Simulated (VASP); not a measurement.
Output of a VASP run:

**OSZICAR**
```
       N       E                     dE             d eps       ncg     rms          rms(c)
DAV:   1     0.116104541427E+03    0.11610E+03   -0.94140E+03  2016   0.133E+03
DAV:   2    -0.138449200721E+02   -0.12995E+03   -0.12510E+03  2232   0.353E+02
DAV:   3    -0.162783213269E+02   -0.24334E+01   -0.24019E+01  2348   0.499E+01
DAV:   4    -0.163024958781E+02   -0.24175E-01   -0.24166E-01  2340   0.507E+00
DAV:   5    -0.163031497130E+02   -0.65383E-03   -0.65381E-03  2468   0.708E-01    0.128E+01
DAV:   6    -0.156231758258E+02    0.67997E+00   -0.43192E+00  2140   0.236E+01    0.245E+00
DAV:   7    -0.155314823715E+02    0.91693E-01   -0.35263E-01  2132   0.706E+00    0.201E+00
DAV:   8    -0.155111508724E+02    0.20331E-01   -0.22135E-02  2184   0.138E+00    0.224E-01
DAV:   9    -0.155109161455E+02    0.23473E-03   -0.35266E-04  2380   0.163E-01    0.141E-01
DAV:  10    -0.155109041407E+02    0.12005E-04   -0.35974E-05  2608   0.795E-02    0.104E-02
DAV:  11    -0.155109027589E+02    0.13819E-05   -0.26209E-06  2336   0.214E-02    0.604E-03
DAV:  12    -0.155109023047E+02    0.45421E-06   -0.88344E-08  1364   0.307E-03    0.294E-04
DAV:  13    -0.155109023216E+02   -0.16905E-07   -0.80327E-09  1080   0.881E-04
   1 F= -.15510902E+02 E0= -.15510771E+02  d E =-.395213E-03
```

File OUTCAR:
```
------------------------ aborting loop because EDIFF is reached ----------------------------------------
  FORCE on cell =-STRESS in cart. coord.  units (eV):
  Direction    XX          YY          ZZ          XY          YZ          ZX
  --------------------------------------------------------------------------------------
  Total       -1.0595426     -1.0595426     -1.0595426      0.0000000     -0.0000000      0.0000000
  in kB      -62.4946641    -62.4946641    -62.4946641      0.0000000     -0.0000000      0.0000000
  external PRESSURE =     -62.4946641 kB  Pullay stress =       0.0000000 kB
  volume of cell :       27.16
      direct lattice vectors                 reciprocal lattice vectors
     3.006044148  0.000000000  0.000000000     0.332663112  0.000000000  0.000000000
     0.000000000  3.006044148  0.000000000     0.000000000  0.332663112  0.000000000
     0.000000000  0.000000000  3.006044148     0.000000000  0.000000000  0.332663112
 POSITION                                       TOTAL-FORCE (eV/Angst)
 -----------------------------------------------------------------------------------
      1.50302      1.50302      1.50302         0.000000      0.000000      0.000000
      0.00000      0.00000      0.00000         0.000000      0.000000      0.000000
 -----------------------------------------------------------------------------------
    total drift:                               -0.000000      0.000000      0.000000
  FREE ENERGIE OF THE ION-ELECTRON SYSTEM (eV)
  ---------------------------------------------------
  free  energy   TOTEN  =       -15.5109023216 eV

  energy  without entropy=      -15.5105071087  energy(sigma->0) =      -15.51077058
```
(Selected blocks of OUTCAR.)

**POSCAR**
```
RuAl
1
    3.0060441478     0.0000000000     0.0000000000
    0.0000000000     3.0060441478     0.0000000000
    0.0000000000     0.0000000000     3.0060441478
Al Ru
1 1
Direct
  0.5000000000   0.5000000000   0.5000000000
  0.0000000000   0.0000000000   0.0000000000
```

Question: Write an INCAR and KPOINTS that could have produced this output.

Answer: Several could match; the one computed here: the input of the run itself, PBEsol GGA, plane waves, VASP's PBE PAW potentials (set 64).

**INCAR**
```
SYSTEM  =  RuAl
PREC  =  Accurate; ENCUT  =  520; LREAL  =  .FALSE.
LASPH  =  .TRUE.
EDIFF  =  1E-7; NELM  =  100; ALGO  =  Normal
LMAXMIX  =  4
ISMEAR  =  1; SIGMA  =  0.1
GGA  =  PS
ISIF  =  2
LWAVE  =  .FALSE.; LCHARG  =  .FALSE.
```

### KPOINTS
```
Automatic mesh
0
Gamma
12 12 12
0 0 0
```

POTCAR, in this order: Al Ru_pv (PBE.64 set). Program: vasp_std.

The compound is RuAl in the CsCl type structure. This cell is one point of a volume scan, at 1.03 of the reference volume. The electron count is odd and the run is not spin-polarised, which forces a metal.
